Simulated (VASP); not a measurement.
```
NbC
1.0
    0.00000     2.23500     2.23500
    2.23500     0.00000     2.23500
    2.23500     2.23500     0.00000
Nb C
1 1
Cartesian
  0.00000   0.00000   0.00000
  2.23500   2.23500   2.23500
```

The base run (VASP): PBE GGA, plane waves, VASP's PBE PAW potentials (set 64). Run with 520 eV cut-off, 13×13×13 Γ-centred mesh, first-order Methfessel-Paxton smearing of 0.10 eV, potentials Nb_sv C.

One setting is varied; ΔE counts from the most expensive setting. The base run took about 30 core-seconds. Costs are core time on shared hosts, one run each; read them as rough ratios.

The pressure holds a Pulay error that falls with the cut-off, as the column shows.

```tsv
setting	cost over the base run	electronic steps	ΔE (meV/atom)	pressure (GPa)
ENCUT = 250	within a factor of 2	13	25.5	-22.58
ENCUT = 300	within a factor of 2	13	-2.7	-4.78
base run	reference	13	2.3	2.51
ENCUT = 500	within a factor of 2	13	2.1	2.51
ENCUT = 400	within a factor of 2	13	0.2	1.27
ENCUT = 650	within a factor of 2	13	1.1	2.35
ENCUT = 600	within a factor of 2	13	1.8	2.39
ENCUT = 800	within a factor of 2	13	0.0	2.42
```

Left out are runs that failed, have no time on record or changed the cell.

The compound is NbC in the rock salt structure. The cell was not relaxed at this level.
